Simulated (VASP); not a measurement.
# NiMoIrPdW (P-3m1) in VASP: settings compared

One crystal, NiMoIrPdW, is run at these levels: optB88-vdW, vdW-DF-cx, RPBE, revPBE; tasks: relaxation of cell and atoms.

Program: VASP 6.6.1. These are calculated values, not measurements. Logs are shortened: lines on timing, memory, paths and dates and some standing lists are left out, and cuts for length are marked.

### Step 1. The crystal as given

The structure is trigonal, space group P-3m1 (No. 164). The conventional cell has a = 2.771 Å, b = 2.771 Å, c = 22.020 Å, α = 90.00°, β = 90.00°, γ = 120.00°. Ni (site symmetry 3m) is surrounded by 3 Mo at 2.55 Å and 3 Pd at 2.65 Å and 6 Ni at 2.77 Å. Mo (site symmetry 3m) has 3 Ni at 2.55 Å and 3 Ir at 2.76 Å and 6 Mo at 2.77 Å as nearest neighbours. Pd (site symmetry 3m) is surrounded by 3 Ni at 2.65 Å and 9 Pd at 2.77 to 2.84 Å. Ir (site symmetry 3m) has 3 Mo at 2.76 Å and 3 W at 2.77 Å and 6 Ir at 2.77 Å as nearest neighbours. W (site symmetry 3m) has 3 Ir at 2.77 Å and 9 W at 2.77 to 2.93 Å as nearest neighbours.

The cell was built by a generator and needn't be a form met in nature.

### Step 2. Relaxation of cell and atoms, optB88-vdW, collinear spin, ferromagnetic start

INCAR

```
SYSTEM = NiMoIrPdW
AGGAC = 0.0
ALGO = Normal
EDIFF = 1E-6
EDIFFG = -0.01
ENCUT = 600
GGA = BO
IBRION = 2
ISIF = 3
ISMEAR = -1
ISPIN = 2
KPAR = 4
LASPH = .True.
LCHARG = .False.
LMAXMIX = 4
LORBIT = 11
LREAL = .False.
LUSE_VDW = .True.
LWAVE = .False.
MAGMOM = 1 1 1 1 0 0 0.6 0.6 0 0
NELM = 150
NSW = 60
PARAM1 = 0.1833333333
PARAM2 = 0.22
PREC = Accurate
SIGMA = 0.05
```

KPOINTS

```
k-points
0
Gamma
  11 11 2
  0 0 0
```

POSCAR

```
NiMoIrPdW
1.0
    2.7708100000      0.0000000000      0.0000000000
   -1.3854000000      2.3995900000      0.0000000000
    0.0000000000      0.0000000000     22.0199100000
Ni Mo Pd Ir W
2 2 2 2 2
Direct
    0.3333300000      0.6666700000      0.8508100000
    0.6666700000      0.3333300000      0.1491900000
    0.6666700000      0.3333300000      0.7605900000
    0.3333300000      0.6666700000      0.2394100000
    0.3333300000      0.6666700000      0.0532900000
    0.6666700000      0.3333300000      0.9467100000
    0.3333300000      0.6666700000      0.6582600000
    0.6666700000      0.3333300000      0.3417400000
    0.3333300000      0.6666700000      0.4441800000
    0.6666700000      0.3333300000      0.5558200000
```

Potentials or basis: VASP PAW PBE potentials, release 64 (Ni, Mo_sv, Pd, Ir, W_sv).

Command:

```
> cat potpaw_PBE.64/Ni/POTCAR potpaw_PBE.64/Mo_sv/POTCAR potpaw_PBE.64/Pd/POTCAR potpaw_PBE.64/Ir/POTCAR potpaw_PBE.64/W_sv/POTCAR > POTCAR
> mpirun -np 4 vasp_std > vasp.out
```

OUTCAR:

```text
SYSTEM = NiMoIrPdW
   EDIFF = 1E-6
   EDIFFG = -0.01
   ENCUT = 600
   GGA = BO
   IBRION = 2
   ISIF = 3
   ISMEAR = -1
   ISPIN = 2
   LASPH = .True.
   LORBIT = 11
   LREAL = .False.
   NELM = 150
   NSW = 60
   PREC = Accurate

 ion  position               nearest neighbor table
   1  0.333  0.667  0.851-   3 2.55   3 2.55   3 2.55   6 2.65   6 2.65   6 2.65
   2  0.667  0.333  0.149-   4 2.55   4 2.55   4 2.55   5 2.65   5 2.65   5 2.65
   3  0.667  0.333  0.761-   1 2.55   1 2.55   1 2.55   7 2.76   7 2.76   7 2.76
   4  0.333  0.667  0.239-   2 2.55   2 2.55   2 2.55   8 2.76   8 2.76   8 2.76
   5  0.333  0.667  0.053-   2 2.65   2 2.65   2 2.65   6 2.84   6 2.84   6 2.84
   6  0.667  0.333  0.947-   1 2.65   1 2.65   1 2.65   5 2.84   5 2.84   5 2.84
   7  0.333  0.667  0.658-   3 2.76   3 2.76   3 2.76  10 2.77  10 2.77  10 2.77
   8  0.667  0.333  0.342-   4 2.76   4 2.76   4 2.76   9 2.77   9 2.77   9 2.77
   9  0.333  0.667  0.444-   8 2.77   8 2.77   8 2.77  10 2.93  10 2.93  10 2.93
  10  0.667  0.333  0.556-   7 2.77   7 2.77   7 2.77   9 2.93   9 2.93   9 2.93

  LATTYP: Found a hexagonal cell.
 ALAT       =     2.7708100000
 C/A-ratio  =     7.9471021109

  Lattice vectors:

 A1 = (   2.7708100000,   0.0000000000,   0.0000000000)
 A2 = (  -1.3854000000,   2.3995900000,   0.0000000000)
 A3 = (   0.0000000000,   0.0000000000,  22.0199100000)

Analysis of symmetry for initial positions (statically):
=====================================================================
 Subroutine PRICEL returns:
 Original cell was already a primitive cell.

 Routine SETGRP: Setting up the symmetry group for a
 hexagonal supercell.

 Subroutine GETGRP returns: Found  4 space group operations
 (whereof  4 operations were pure point group operations)
 out of a pool of 24 trial point group operations.

The static configuration has the point symmetry C_2h.

Analysis of symmetry for dynamics (positions and initial velocities):
=====================================================================
 Subroutine PRICEL returns:
 Original cell was already a primitive cell.

 Routine SETGRP: Setting up the symmetry group for a
 hexagonal supercell.

 Subroutine GETGRP returns: Found  4 space group operations
 (whereof  4 operations were pure point group operations)
 out of a pool of 24 trial point group operations.

The dynamic configuration has the point symmetry C_2h.

Analysis of structural, dynamic, and magnetic symmetry:
=====================================================================
[... 163 lines left out ...]
 maximum number of plane-waves:      4970
 NGX is ok and might be reduce to    24
   NGX = 11   NGY = 11   NGZ = 87

--------------------------------------- Ionic step        1  -------------------------------------------

 number of electron     113.9999998 magnetization      -0.0141127

 number of electron     113.9999998 magnetization       0.0017449

 Free energy of the ion-electron system (eV)
  ---------------------------------------------------
  ext. energy  EPLUGINS =         0.00000000
  ---------------------------------------------------
  free energy    TOTEN  =       -57.11846755 eV

  energy without entropy =      -57.02874050  energy(sigma->0) =      -57.07360402

------------------------ aborting loop because EDIFF is reached ----------------------------------------

  FORCE on cell =-STRESS in cart. coord.  units (eV):
  Direction    XX          YY          ZZ          XY          YZ          ZX
  --------------------------------------------------------------------------------------
  -------------------------------------------------------------------------------------
  Total        1.1097302      1.1100013     -0.3020721      0.0002385     -0.0000969      0.0001677
  in kB       12.1441928     12.1471592     -3.3056885      0.0026105     -0.0010599      0.0018354
  external PRESSURE =       6.9952212 kB  Pullay stress =       0.0000000 kB
[... 33 lines left out ...]
--------------------------------------- Ionic step        2  -------------------------------------------

 number of electron     114.0000005 magnetization       0.0003733

 E-fermi :   9.9569     XC(G=0): -13.2581

 val. band max:        9.9268651168   @ k =  -0.3636   0.3636   0.5000
 cond. band min:       9.9645704349   @ k =   0.4545   0.0000   0.0000
 fundamental gap:      0.0377053181
 Fermi energy:         9.9568635689

 spin component 1

 k-point     1 :       0.0000    0.0000    0.0000
  band No.  band energies     occupation
      1     -63.9161      1.00000
      2     -63.8796      1.00000
      3     -51.0530      1.00000
      4     -51.0530      1.00000
      5     -28.4500      1.00000
      6     -27.9927      1.00000
[... 3449 lines left out ...]
     68      13.5292      0.00000
     69      14.1685      0.00000

 [... further k-points ...]

 [bands above 69 left out]

------------------------ aborting loop because EDIFF is reached ----------------------------------------

  FORCE on cell =-STRESS in cart. coord.  units (eV):
  Direction    XX          YY          ZZ          XY          YZ          ZX
  --------------------------------------------------------------------------------------
  -------------------------------------------------------------------------------------
  Total       -1.5505294     -1.5505269     -1.4425667     -0.0000032      0.0000191     -0.0000331
  in kB      -16.8122696    -16.8122423    -15.6416386     -0.0000344      0.0002067     -0.0003588
  external PRESSURE =     -16.4220501 kB  Pullay stress =       0.0000000 kB
[... 75 lines left out ...]
  energy  without entropy=      -57.0311123872  energy(sigma->0) =      -57.07619694

Total vdW correction in eV:     16.5421153

[... ionic steps 4 to 19 ...]

--------------------------------------- Ionic step       20  -------------------------------------------

 number of electron     113.9999993 magnetization       0.0000000

------------------------ aborting loop because EDIFF is reached ----------------------------------------
[... 87 lines left out ...]
--------------------------------------- Ionic step       22  -------------------------------------------

 number of electron     113.9999994 magnetization       0.0000000

 Free energy of the ion-electron system (eV)
  ---------------------------------------------------
  ext. energy  EPLUGINS =         0.00000000
  ---------------------------------------------------
  free energy    TOTEN  =       -57.12420364 eV

  energy without entropy =      -57.03472387  energy(sigma->0) =      -57.07946375

 E-fermi :  10.0762     XC(G=0): -13.3031

 val. band max:       10.0479326559   @ k =   0.3636   0.0000   0.5000
 cond. band min:      10.0768161384   @ k =  -0.4545   0.4545   0.0000
 fundamental gap:      0.0288834825
 Fermi energy:        10.0761992685

 spin component 1

 k-point     1 :       0.0000    0.0000    0.0000
  band No.  band energies     occupation
      1     -63.7944      1.00000
      2     -63.7581      1.00000
      3     -50.9333      1.00000
      4     -50.9333      1.00000
      5     -28.3331      1.00000
      6     -27.8757      1.00000
[... 1569 lines left out ...]
     64      12.1553      0.00000
     65      12.3932      0.00000
```

OSZICAR:

```text
N       E                     dE             d eps       ncg     rms          rms(c)
DAV:   1     0.167134499456E+04    0.16713E+04   -0.61944E+04 20584   0.205E+03
DAV:   2     0.100540834418E+03   -0.15708E+04   -0.15167E+04 20586   0.614E+02
DAV:   3    -0.526980277744E+02   -0.15324E+03   -0.13623E+03 22560   0.196E+02
DAV:   4    -0.632450725089E+02   -0.10547E+02   -0.99764E+01 27170   0.457E+01
[... 268 lines left out ...]
DAV:   4    -0.571244043056E+02    0.23853E-03   -0.20273E-03 30738   0.226E-01    0.172E-01
DAV:   5    -0.571242055145E+02    0.19879E-03   -0.44772E-04 27632   0.228E-01    0.165E-02
DAV:   6    -0.571242064047E+02   -0.89023E-06   -0.36598E-05 27038   0.370E-02    0.160E-02
DAV:   7    -0.571242035269E+02    0.28779E-05   -0.80707E-06 24836   0.197E-02    0.129E-02
DAV:   8    -0.571242036374E+02   -0.11055E-06   -0.24975E-06 15192   0.956E-03
  22 F= -.57124204E+02 E0= -.57079464E+02  d E =-.220536E-04  mag=     0.0000
```

Wall time 2.7 h (4 MPI ranks of Intel Xeon Platinum 8488C (Sapphire Rapids), shared host); peak memory 1.9 GiB.

What came out:

```
Free energy                                           : -57.1242 eV
Relaxed volume                                        : 14.66 Å³/atom
Relaxed cell                                          : a = 2.779 Å, b = 2.779 Å, c = 21.924 Å, α = 90.00°, β = 90.00°, γ = 120.00°
Space group after relaxing (to 0.05 Å)                : P-3m1 (No. 164)
Energy gained by relaxing                             : 0.6 meV/atom
Ionic steps                                           : 22
Pressure after relaxing                               : 0.1 GPa
Largest force after relaxing                          : 0.004 eV/Å
Band gap on the k mesh                                : none (metal or under the smearing width)
Net moment                                            : 0.00 μB per cell
Valence electrons inside the program's atomic spheres : Ni 9.26; Mo 12.53; Pd 9.43; Ir 8.41; W 12.09
```

Forces in eV/Å, atoms in the order of the input:
```
Ni   0.000  0.000  0.004
Ni   0.000  0.000 -0.004
Mo   0.000  0.000 -0.003
Mo   0.000  0.000  0.003
Pd   0.000  0.000 -0.001
Pd   0.000  0.000  0.001
Ir   0.000  0.000 -0.002
Ir   0.000  0.000  0.002
W    0.000  0.000  0.001
W    0.000  0.000 -0.001
```

Step by step:
```csv
step,energy change (eV),largest force (eV/Å),pressure (GPa),volume (Å³)
1,0.0000,0.0542,0.70,146.41
2,0.0012,0.0480,-1.64,147.76
3,-0.0028,0.0438,-0.49,147.01
4,-0.0037,0.0647,0.21,146.67
5,-0.0041,0.0566,-0.04,146.80
6,-0.0045,0.0369,0.09,146.72
7,-0.0047,0.0343,0.25,146.60
8,-0.0049,0.0342,0.31,146.65
9,-0.0051,0.0313,-0.14,146.80
10,-0.0053,0.0313,-0.16,146.78
11,-0.0056,0.0304,-0.11,146.73
12,-0.0053,0.0276,0.04,146.62
13,-0.0056,0.0291,-0.04,146.69
14,-0.0057,0.0194,0.03,146.64
15,-0.0057,0.0120,-0.05,146.61
16,-0.0056,0.0087,0.20,146.53
17,-0.0057,0.0049,0.14,146.58
18,-0.0057,0.0079,0.14,146.59
19,-0.0057,0.0095,0.13,146.60
20,-0.0057,0.0105,0.11,146.60
21,-0.0057,0.0112,0.11,146.61
22,-0.0057,0.0038,0.10,146.64
```

Final structure:
```
CELL_PARAMETERS angstrom
2.77908 -0.00001 0.00000
-1.38954 2.40675 0.00000
0.00001 -0.00001 21.92444
ATOMIC_POSITIONS crystal
Ni 0.33333 0.66667 0.85161
Ni 0.66667 0.33333 0.14839
Mo 0.66667 0.33333 0.76148
Mo 0.33333 0.66667 0.23852
Pd 0.33333 0.66667 0.05315
Pd 0.66667 0.33333 0.94685
Ir 0.33334 0.66667 0.65882
Ir 0.66666 0.33333 0.34118
W 0.33333 0.66667 0.44394
W 0.66667 0.33333 0.55606
```

Levels at points of the mesh, in eV from the Fermi level:
Spin up:
```
           k point  band 55  band 56  band 57  band 58  band 59  band 60
(0.00, 0.00, 0.00)    -0.89    -0.55    -0.55    -0.40    -0.21    -0.21
(0.00, 0.00, 0.50)    -0.93    -0.86    -0.50    -0.50    -0.27    -0.27
```
Spin down:
```
           k point  band 55  band 56  band 57  band 58  band 59  band 60
(0.00, 0.00, 0.00)    -0.89    -0.55    -0.55    -0.40    -0.21    -0.21
(0.00, 0.00, 0.50)    -0.93    -0.86    -0.50    -0.50    -0.27    -0.27
```

Caveat: the PAW data sets were made with another functional, which shifts forces and pressure a little. The run has no spin-orbit coupling, so splittings on Ir, W are missing.

[end of part 1 of 3]
